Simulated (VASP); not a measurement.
# NiI2: a series over U

Aim: follow the moments and the gap of NiI2 as U grows. The start is a cell from a database of measured crystal structures.

Main program and level: VASP 6.6.1; PBEsol, spin-polarised from a ferromagnetic start (one magnetic atom a cell); plane waves and PAW (I, Ni), in the first sound run; inputs show where later runs differ.

The database entry behind the starting cell differs from later determinations by our own check (an axis about 0.9 % short against later determinations), so it need not match the best structure at ambient conditions.

## Step 1: Set-up

The structure is trigonal, space group R-3m (No. 166). The conventional cell has a = 3.892 Å, b = 3.892 Å, c = 19.634 Å, α = 90.00°, β = 90.00°, γ = 120.00°. Nearest to I lie 3 Ni at 2.78 Å. Nearest to Ni lie 6 I at 2.78 Å. Farther neighbours and most contacts between anions are not listed.

As a file:

```cif
data_structure
_symmetry_space_group_name_H-M 'P 1'
_symmetry_Int_Tables_number 1
_cell_length_a 6.9197
_cell_length_b 6.9197
_cell_length_c 6.9197
_cell_angle_alpha 32.667
_cell_angle_beta 32.667
_cell_angle_gamma 32.667
_cell_volume 85.85
loop_
_atom_site_label
_atom_site_type_symbol
_atom_site_fract_x
_atom_site_fract_y
_atom_site_fract_z
_atom_site_occupancy
I1 I 0.75000 0.75000 0.75000 1
I2 I 0.25000 0.25000 0.25000 1
Ni3 Ni 0.00000 0.00000 0.00000 1
```

## Step 2: Series over U, U 0, J 0

U penalises partly filled orbitals; repeating the run over U shows how far moments and gap depend on it.

File INCAR:

```
SYSTEM = NiI2
PREC = Accurate
ENCUT = 350
EDIFF = 1E-06
NELM = 150
ISMEAR = 0
SIGMA = 0.05
LREAL = .FALSE.
ALGO = Normal
GGA = PS
NBANDS = 18
ISPIN = 2
MAGMOM = 0 0 1
LASPH = .TRUE.
LMAXMIX = 4
LORBIT = 11
LWAVE = .FALSE.
LCHARG = .FALSE.
KPAR = 2
AMIX = 0.2
BMIX = 1E-04
AMIX_MAG = 0.8
BMIX_MAG = 1E-04
NEDOS = 1200
```

File POSCAR:

```
NiI2
1.0
    1.9460000000      1.1235236238      6.5446666667
   -1.9460000000      1.1235236238      6.5446666667
    0.0000000000     -2.2470472477      6.5446666667
I Ni
2 1
Direct
    0.7500000000      0.7500000000      0.7500000000
    0.2500000000      0.2500000000      0.2500000000
    0.0000000000      0.0000000000      0.0000000000
```

File KPOINTS:

```
Automatic mesh
0
Gamma
5 5 5
0 0 0
```

The projector-augmented-wave data sets are I and Ni (PBE family, release 64).

Started as:

```console
$ mpirun -np 2 vasp_std
```

Output:

```text
[banner, memory and clock lines left out]
running    2 mpi-ranks, on    1 nodes
 distrk:  each k-point on    1 cores,    2 groups
 distr:  one band on    1 cores,    1 groups

 POSCAR found type information on POSCAR I Ni
 POSCAR found :  2 types and       3 ions
|                                                                             |
|               ----> ADVICE to this user running VASP <----                  |
|                                                                             |
|     You enforced a specific xc type in the INCAR file but a different       |
|     [... a line on the potential file left out ...]
|     I HOPE YOU KNOW WHAT YOU ARE DOING!                                     |
|                                                                             |

 LDA part: xc-table for (Slater+PW92), standard interpolation
 POSCAR, INCAR and KPOINTS ok, starting setup
 FFT: planning ... GRIDC
 FFT: planning ... GRID_SOFT
 FFT: planning ... GRID
 WAVECAR not read
 entering main loop
       N       E                     dE             d eps       ncg     rms          rms(c)
DAV:   1     0.118505777795E+03    0.11851E+03   -0.75972E+03  1368   0.848E+02
DAV:   2    -0.111951505151E+01   -0.11963E+03   -0.11484E+03  1550   0.208E+02
DAV:   3    -0.102205134235E+02   -0.91010E+01   -0.89529E+01  1748   0.639E+01
DAV:   4    -0.104523389477E+02   -0.23183E+00   -0.23165E+00  1978   0.106E+01
DAV:   5    -0.104544842023E+02   -0.21453E-02   -0.21451E-02  1758   0.949E-01    0.121E+01
DAV:   6    -0.101319551641E+02    0.32253E+00   -0.72999E+00  1514   0.454E+01    0.110E+01
DAV:   7    -0.976519217558E+01    0.36676E+00   -0.13527E+00  1690   0.292E+01    0.602E+00
DAV:   8    -0.978246440099E+01   -0.17272E-01   -0.30114E-01  1744   0.812E+00    0.314E+00
DAV:   9    -0.977454062392E+01    0.79238E-02   -0.70305E-02  2006   0.535E+00    0.215E+00
DAV:  10    -0.977598170192E+01   -0.14411E-02   -0.32022E-02  1556   0.308E+00    0.744E-01
DAV:  11    -0.977594231916E+01    0.39383E-04   -0.93467E-03  1658   0.194E+00    0.155E-01
DAV:  12    -0.977613511939E+01   -0.19280E-03   -0.15231E-03  1502   0.347E-01    0.794E-02
DAV:  13    -0.977613817322E+01   -0.30538E-05   -0.30393E-05  1696   0.441E-02    0.554E-02
DAV:  14    -0.977613569577E+01    0.24774E-05   -0.67695E-06  1648   0.278E-02    0.345E-02
DAV:  15    -0.977613527978E+01    0.41600E-06   -0.31751E-06  1386   0.292E-02
   1 F= -.97761353E+01 E0= -.97756348E+01  d E =-.100097E-02  mag=     1.9138
```

It took 71 s on 2 MPI ranks of Intel Xeon Platinum 8259CL at 2.50GHz (Skylake/Cascade Lake), shared host; peak memory 0.61 GiB.

The logs omit lines about the potential files and the build; timing stands in the text.

Parts of OUTCAR (step 2):

```text
ion  position               nearest neighbor table
   1  0.750  0.750  0.750-   3 2.78   3 2.78   3 2.78
   2  0.250  0.250  0.250-   3 2.78   3 2.78   3 2.78
   3  0.000  0.000  0.000-   1 2.78   2 2.78   1 2.78   1 2.78   2 2.78   2 2.78

  LATTYP: Found a trigonal (rhomboedric) cell.
 ALAT       =     6.9196736275
 COS(alpha) =     0.8418225954

 Subroutine GETGRP returns: Found 12 space group operations
 (whereof 12 operations were pure point group operations)

The static configuration has the point symmetry D_3d.

 Found     19 irreducible k-points:

   k-points           NKPTS =     19   k-points in BZ     NKDIM =     19   number of bands    NBANDS=     18

   dimension x,y,z NGX =    42 NGY =   42 NGZ =   42
   dimension x,y,z NGXF=    84 NGYF=   84 NGZF=   84

   ENCUT  =  350.0 eV  25.72 Ry    5.07 a.u.  10.56 10.56 10.56*2*pi/ulx,y,z

   NELECT =      24.0000    total number of electrons

 k-points in reciprocal lattice and weights: Automatic mesh
   0.00000000  0.00000000  0.00000000       0.008
   0.20000000 -0.00000000 -0.00000000       0.048
   0.40000000 -0.00000000 -0.00000000       0.048
   0.20000000  0.20000000 -0.00000000       0.048
   0.40000000  0.20000000 -0.00000000       0.096
  -0.40000000  0.20000000  0.00000000       0.096
  -0.20000000  0.20000000  0.00000000       0.048
   0.40000000  0.40000000 -0.00000000       0.048
  -0.40000000  0.40000000  0.00000000       0.048
[...]
0.40000000  0.40000000  0.40000000       0.016
  -0.40000000  0.40000000  0.40000000       0.048

 average (electrostatic) potential at core
       1 -90.8706       2 -90.8706       3 -86.2023

 E-fermi :   4.9538

 spin component 1
 k-point     1 :       0.0000    0.0000    0.0000
  band No.  band energies     occupation
    ...
      9       4.0921      1.00000
     10       4.2784      1.00000
     11       4.2784      1.00000
     12       4.8641      0.99441
     13       4.8641      0.99441
     14       8.2897      0.00000
     15       9.3117      0.00000
     16      11.2486      0.00000
     17      11.2486      0.00000
     18      12.9689      0.00000

 k-point     2 :       0.2000   -0.0000   -0.0000
  band No.  band energies     occupation
    ...
      9       3.1914      1.00000
     10       3.4175      1.00000
     11       3.9649      1.00000
     12       4.3992      1.00000
     13       4.5901      1.00000
     14       9.1331      0.00000
     15      10.1405      0.00000
     16      11.3980      0.00000
     17      11.9734      0.00000
     18      12.1306      0.00000

 k-point     3 :       0.4000   -0.0000   -0.0000
  band No.  band energies     occupation
    ...
      9       2.8089      1.00000
     10       3.2744      1.00000
     11       3.2791      1.00000
     12       4.0136      1.00000
     13       4.3919      1.00000
     14       8.2682      0.00000
     15       9.6661      0.00000
     16      11.1686      0.00000
     17      11.9636      0.00000
     18      12.6471      0.00000

 k-point     4 :       0.2000    0.2000   -0.0000
  band No.  band energies     occupation
    ...
      9       3.0833      1.00000
     10       3.4331      1.00000
     11       3.8718      1.00000
     12       4.5622      1.00000
     13       4.7256      1.00000
     14       9.0298      0.00000
     15       9.8490      0.00000
     16      11.3114      0.00000
     17      12.1011      0.00000
     18      12.5877      0.00000

 k-point     5 :       0.4000    0.2000   -0.0000
  band No.  band energies     occupation
    ...
      9       3.0363      1.00000
     10       3.2124      1.00000
     11       3.4465      1.00000
     12       3.8573      1.00000
     13       4.5544      1.00000
     14       8.9206      0.00000
     15      10.6010      0.00000
     16      11.2297      0.00000
     17      11.8781      0.00000
     18      12.0838      0.00000

 k-point     6 :      -0.4000    0.2000    0.0000
  band No.  band energies     occupation
    ...
      9       3.0299      1.00000
     10       3.2011      1.00000
     11       3.3115      1.00000
     12       3.7643      1.00000
     13       4.1421      1.00000
     14       8.6737      0.00000
     15      10.3809      0.00000
     16      11.4438      0.00000
     17      11.8468      0.00000
     18      12.0673      0.00000

  Total       -1.4096088     -1.4096088     -2.7582213      0.0000000      0.0000000      0.0000000
  in kB      -26.3054270    -26.3054270    -51.4725715      0.0000000      0.0000000      0.0000000
  external PRESSURE =     -34.6944751 kB  Pullay stress =       0.0000000 kB

  energy-cutoff  :      350.00
  volume of cell :       85.85
      direct lattice vectors                 reciprocal lattice vectors
     1.946000000  1.123523624  6.544666667     0.256937307  0.148342824  0.050932057
    -1.946000000  1.123523624  6.544666667    -0.256937307  0.148342824  0.050932057
     0.000000000 -2.247047248  6.544666667     0.000000000 -0.296685647  0.050932057

 POSITION                                       TOTAL-FORCE (eV/Angst)
 -----------------------------------------------------------------------------------
      0.00000     -0.00000     14.72550         0.000000      0.000000     -1.012531
      0.00000     -0.00000      4.90850         0.000000     -0.000000      1.012531
      0.00000      0.00000      0.00000         0.000000      0.000000      0.000000
 -----------------------------------------------------------------------------------
    total drift:                                0.000000      0.000000     -0.000000

  FREE ENERGIE OF THE ION-ELECTRON SYSTEM (eV)
  ---------------------------------------------------
  free  energy   TOTEN  =        -9.7761352798 eV

  energy  without entropy=       -9.7751343083  energy(sigma->0) =       -9.77563479

 total charge
# of ion       s       p       d       tot
------------------------------------------
    1        1.516   2.705   0.029   4.250
    2        1.516   2.705   0.029   4.250
    3        0.324   0.292   8.255   8.872
--------------------------------------------------
tot          3.356   5.703   8.313  17.372

 magnetization (x)
# of ion       s       p       d       tot
------------------------------------------
    1        0.011   0.222   0.002   0.235
    2        0.011   0.222   0.002   0.235
    3       -0.000  -0.001   1.216   1.214
--------------------------------------------------
tot          0.022   0.442   1.219   1.684

[... 6 further parts left out ...]
```

The cell holds one magnetic atom, so no antiferromagnetic order fits into it. The k-mesh is coarse for a metal. The PAW data sets were made with PBE, which is usual practice but a small mismatch for other functionals. Oxides and halides of Ni are often magnetic insulators, and a metal at this level, without U or exact exchange, may be an artefact, though some of them are metals in fact.

This step gave:

* electronic cycles: 15
* electrons: 24
* free energy (TOTEN): -9.776 eV
* energy at zero smearing: -9.776 eV
* Fermi energy: 4.954 eV
* moment of the cell, from the last line of the log: 1.914 μB
* labelled metallic, from the levels on this mesh: yes

Spin moment in the PAW sphere by atom:

```
atom  spin moment in the PAW sphere (μB)
  I1                                0.23
  I2                                0.23
 Ni3                                1.21
```

Force by atom:

```
atom  x (eV/Å)  y (eV/Å)  z (eV/Å)  size
  I1      0.00      0.00     -1.01  1.01
  I2      0.00      0.00      1.01  1.01
 Ni3      0.00      0.00      0.00  0.00
```

Energy at zero smearing: -9.77563 eV.

## Step 3: Series over U, U 1, J 0

This step: PBEsol, DFT+U (Ni d 1 eV), spin-polarised from a ferromagnetic start (one magnetic atom a cell); plane waves and PAW (I, Ni) (VASP 6.6.1).

INCAR, as its differences from that of step 2:

```diff
@@ -13,2 +13,8 @@
 MAGMOM = 0 0 1
+LDAU = .TRUE.
+LDAUTYPE = 2
+LDAUL = -1 2
+LDAUU = 0 1
+LDAUJ = 0 0
+LDAUPRINT = 1
 LASPH = .TRUE.
```

POSCAR is that of step 2.

KPOINTS is that of step 2.

Started as:

```console
$ mpirun -np 2 vasp_std
```

Output:

```text
[banner, memory and clock lines left out]
running    2 mpi-ranks, on    1 nodes
 distrk:  each k-point on    1 cores,    2 groups
 distr:  one band on    1 cores,    1 groups

 POSCAR found type information on POSCAR I Ni
 POSCAR found :  2 types and       3 ions
 [... a notice as in an earlier step ...]

 LDA part: xc-table for (Slater+PW92), standard interpolation
 POSCAR, INCAR and KPOINTS ok, starting setup
 FFT: planning ... GRIDC
 FFT: planning ... GRID_SOFT
 FFT: planning ... GRID
 WAVECAR not read
 entering main loop
       N       E                     dE             d eps       ncg     rms          rms(c)
DAV:   1     0.119116087851E+03    0.11912E+03   -0.76245E+03  1368   0.849E+02
DAV:   2    -0.351234761569E+00   -0.11947E+03   -0.11485E+03  1552   0.208E+02
DAV:   3    -0.942541515920E+01   -0.90742E+01   -0.89165E+01  1716   0.642E+01
DAV:   4    -0.965075492967E+01   -0.22534E+00   -0.22520E+00  1972   0.105E+01
DAV:   5    -0.965280190974E+01   -0.20470E-02   -0.20468E-02  1744   0.932E-01    0.119E+01
DAV:   6    -0.943033819683E+01    0.22246E+00   -0.60906E+00  1492   0.438E+01    0.936E+00
DAV:   7    -0.927461779876E+01    0.15572E+00   -0.10034E+00  1720   0.241E+01    0.600E+00
DAV:   8    -0.930596691648E+01   -0.31349E-01   -0.39535E-01  1744   0.126E+01    0.318E+00
DAV:   9    -0.932263369635E+01   -0.16667E-01   -0.82141E-02  1946   0.432E+00    0.237E+00
DAV:  10    -0.932810759549E+01   -0.54739E-02   -0.48708E-02  1484   0.499E+00    0.542E-01
DAV:  11    -0.932842653870E+01   -0.31894E-03   -0.79136E-03  1934   0.128E+00    0.188E-01
DAV:  12    -0.932854508197E+01   -0.11854E-03   -0.10513E-03  1658   0.522E-01    0.675E-02
DAV:  13    -0.932855285140E+01   -0.77694E-05   -0.50184E-05  1778   0.539E-02    0.414E-02
DAV:  14    -0.932855533494E+01   -0.24835E-05   -0.15785E-05  1642   0.555E-02    0.275E-02
DAV:  15    -0.932855787933E+01   -0.25444E-05   -0.12415E-05  1582   0.761E-02    0.923E-03
DAV:  16    -0.932855801103E+01   -0.13171E-06   -0.11891E-06   754   0.157E-02
   1 F= -.93285580E+01 E0= -.93283834E+01  d E =-.349286E-03  mag=     1.9948
```

It took 70 s on 2 MPI ranks; peak memory 0.6 GiB; 2.2 min of CPU time.

From OUTCAR (step 3):

```text
The static configuration has the point symmetry D_3d.

 Found     19 irreducible k-points:

   NELECT =      24.0000    total number of electrons

atom =   3  type =  2  l = 2

 onsite density matrix

spin component  1

  0.9523 -0.0000 -0.0000  0.0130  0.0000
 -0.0000  0.9649 -0.0000  0.0000  0.0130
 -0.0000 -0.0000  0.9448 -0.0000 -0.0000
  0.0130  0.0000 -0.0000  0.9649  0.0000
  0.0000  0.0130 -0.0000  0.0000  0.9523

spin component  2

  0.7566 -0.0000 -0.0000 -0.2666  0.0000
 -0.0000  0.5229 -0.0000  0.0000 -0.2666
 -0.0000 -0.0000  0.9306 -0.0000 -0.0000
 -0.2666  0.0000 -0.0000  0.5229  0.0000
  0.0000 -0.2666 -0.0000  0.0000  0.7566

 occupancies and eigenvectors

  o =  0.3487  v =  0.0000  0.0000  0.0000  0.0000  0.0000  0.0000 -0.8371 -0.0000  0.0001 -0.5471      0.0000  0.0000  0.0000  0.0000  0.0000  0.0000  0.0000  0.0000  0.0000  0.0000
  o =  0.3487  v =  0.0000  0.0000  0.0000  0.0000  0.0000 -0.5471 -0.0001 -0.0000 -0.8371 -0.0000      0.0000  0.0000  0.0000  0.0000  0.0000  0.0000  0.0000  0.0000  0.0000  0.0000
  o =  0.9306  v =  0.0000  0.0000  0.0000  0.0000  0.0000 -0.0000  0.0000 -1.0000  0.0000 -0.0000      0.0000  0.0000  0.0000  0.0000  0.0000  0.0000  0.0000  0.0000  0.0000  0.0000
  o =  0.9309  v =  0.0000  0.0000  0.0000  0.0000  0.0000  0.0000  0.5471  0.0000 -0.0000 -0.8371      0.0000  0.0000  0.0000  0.0000  0.0000  0.0000  0.0000  0.0000  0.0000  0.0000
  o =  0.9309  v =  0.0000  0.0000  0.0000  0.0000  0.0000  0.8371 -0.0000 -0.0000 -0.5471  0.0000      0.0000  0.0000  0.0000  0.0000  0.0000  0.0000  0.0000  0.0000  0.0000  0.0000
  o =  0.9441  v =  0.0000  0.5316 -0.0000  0.0000 -0.8470  0.0000  0.0000  0.0000  0.0000  0.0000      0.0000  0.0000  0.0000  0.0000  0.0000  0.0000  0.0000  0.0000  0.0000  0.0000
  o =  0.9441  v = -0.8470  0.0000 -0.0000  0.5316  0.0000  0.0000  0.0000  0.0000  0.0000  0.0000      0.0000  0.0000  0.0000  0.0000  0.0000  0.0000  0.0000  0.0000  0.0000  0.0000
  o =  0.9448  v =  0.0000 -0.0000 -1.0000 -0.0000  0.0000  0.0000  0.0000  0.0000  0.0000  0.0000      0.0000  0.0000  0.0000  0.0000  0.0000  0.0000  0.0000  0.0000  0.0000  0.0000
  o =  0.9731  v =  0.0000  0.8470 -0.0000 -0.0000  0.5316  0.0000  0.0000  0.0000  0.0000  0.0000      0.0000  0.0000  0.0000  0.0000  0.0000  0.0000  0.0000  0.0000  0.0000  0.0000
  o =  0.9731  v =  0.5316  0.0000 -0.0000  0.8470  0.0000  0.0000  0.0000  0.0000  0.0000  0.0000      0.0000  0.0000  0.0000  0.0000  0.0000  0.0000  0.0000  0.0000  0.0000  0.0000

 E-fermi :   4.9504

 spin component 1
 k-point     1 :       0.0000    0.0000    0.0000
  band No.  band energies     occupation
    ...
      9       4.1143      1.00000
     10       4.2967      1.00000
     11       4.2967      1.00000
     12       4.7281      1.00000
     13       4.7281      1.00000
     14       8.2851      0.00000
     15       9.3141      0.00000
     16      11.2360      0.00000
     17      11.2360      0.00000
     18      12.9272      0.00000

 k-point     2 :       0.2000   -0.0000   -0.0000
  band No.  band energies     occupation
    ...
      9       2.9878      1.00000
     10       3.1943      1.00000
     11       3.8879      1.00000
     12       4.2799      1.00000
     13       4.4692      1.00000
     14       9.1158      0.00000
     15      10.1401      0.00000
     16      11.3917      0.00000
     17      11.9430      0.00000
     18      12.1163      0.00000

 k-point     3 :       0.4000   -0.0000   -0.0000
  band No.  band energies     occupation
    ...
      9       2.4393      1.00000
     10       2.8068      1.00000
     11       3.1224      1.00000
     12       3.7864      1.00000
     13       4.2327      1.00000
     14       8.2370      0.00000
     15       9.6687      0.00000
     16      11.1528      0.00000
     17      11.9414      0.00000
     18      12.6323      0.00000

 k-point     4 :       0.2000    0.2000   -0.0000
  band No.  band energies     occupation
    ...
      9       2.8823      1.00000
     10       3.1801      1.00000
     11       3.7718      1.00000
     12       4.4473      1.00000
     13       4.6236      1.00000
     14       9.0094      0.00000
     15       9.8468      0.00000
     16      11.3071      0.00000
     17      12.0851      0.00000
     18      12.5660      0.00000

  Total       -1.1576515     -1.1576515     -2.5174693      0.0000000      0.0000000      0.0000000
  in kB      -21.6035238    -21.6035238    -46.9797754      0.0000000      0.0000000      0.0000000
  external PRESSURE =     -30.0622743 kB  Pullay stress =       0.0000000 kB

 POSITION                                       TOTAL-FORCE (eV/Angst)
 -----------------------------------------------------------------------------------
      0.00000     -0.00000     14.72550        -0.000000      0.000000     -0.970080
      0.00000     -0.00000      4.90850        -0.000000     -0.000000      0.970080
      0.00000      0.00000      0.00000         0.000000     -0.000000      0.000000
 -----------------------------------------------------------------------------------
    total drift:                                0.000000      0.000000     -0.000000

  FREE ENERGIE OF THE ION-ELECTRON SYSTEM (eV)
  ---------------------------------------------------
  free  energy   TOTEN  =        -9.3285580110 eV

  energy  without entropy=       -9.3282087251  energy(sigma->0) =       -9.32838337

 total charge
# of ion       s       p       d       tot
------------------------------------------
    1        1.515   2.717   0.027   4.259
    2        1.515   2.717   0.027   4.259
    3        0.326   0.295   8.249   8.870
--------------------------------------------------
tot          3.356   5.729   8.303  17.387

 magnetization (x)
# of ion       s       p       d       tot
------------------------------------------
    1        0.012   0.223   0.002   0.237
    2        0.012   0.223   0.002   0.237
    3        0.000  -0.001   1.291   1.290
--------------------------------------------------
tot          0.023   0.446   1.294   1.763

[... 8 parts as in an earlier step ...]

[... 9 further parts left out ...]
```

The gap is read on the k-mesh alone, so it is an upper bound where the band edges lie off the mesh.

Numbers from this step:

```yaml
electronic_cycles: 16
free_energy_toten: -9.329 eV
energy_at_zero_smearing: -9.328 eV
fermi_energy: 4.950 eV
moment_of_the_cell_from_the_last_line_of_the_log: 1.995 μB
labelled_metallic_from_the_levels_on_this_mesh: no
gap_on_the_k_mesh: 0.1071 eV
least_direct_gap_on_the_k_mesh: 0.3238 eV
```

Spin moment in the PAW sphere by atom:

```
atom  spin moment in the PAW sphere (μB)
  I1                                0.24
  I2                                0.24
 Ni3                                1.29
```

Force by atom:

```
atom  x (eV/Å)  y (eV/Å)  z (eV/Å)   size
  I1     0.000     0.000    -0.970  0.970
  I2     0.000     0.000     0.970  0.970
 Ni3     0.000     0.000     0.000  0.000
```

Energy at zero smearing: -9.32838 eV.

(Continued in part 2 of 2.)

[Lines on the potential files, build, host, timing and source positions are cut from VASP's logs without a mark.]

[Logs are printed without paths, hosts, clocks, repeated set-up lines and the standing remarks that a program may print on its own settings, such as how far it seeks lower states.]

[Hosts, paths, dates, database ids (printed as entryN), source tags and the programs' standing remarks are cut or masked in the printed files.]

[In band tables of VASP the shares of atoms and orbitals are scaled to a sum of 1 inside the atoms' spheres.]

[Runs that stopped without an error message from VASP are left out.]
